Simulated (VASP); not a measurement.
```yaml
crystal:
  lattice:
    - [-1.58357, 1.58357, 1.58357]
    - [1.58357, -1.58357, 1.58357]
    - [1.58357, 1.58357, -1.58357]
  atoms:
    - { symbol: Mo, position: [0.00000, 0.00000, 0.00000] }
```

Level of theory: PBE GGA with D3 dispersion (zero damping), VASP's PBE PAW potentials (set 64) (plane waves; VASP). Numerical set-up: 520 eV cut-off, 16×16×16 Γ-centred mesh, first-order Methfessel-Paxton smearing of 0.10 eV, potentials Mo_sv.

Give the stress tensor in GPa (positive for a compressed cell).

```
-8.23   0.00   0.00
 0.00  -8.23   0.00
 0.00   0.00  -8.23
```
The pressure is its mean diagonal, -8.23 GPa.

The compound is Mo in the bcc structure. This cell is one point of a volume scan, at 1.03 of the reference volume.
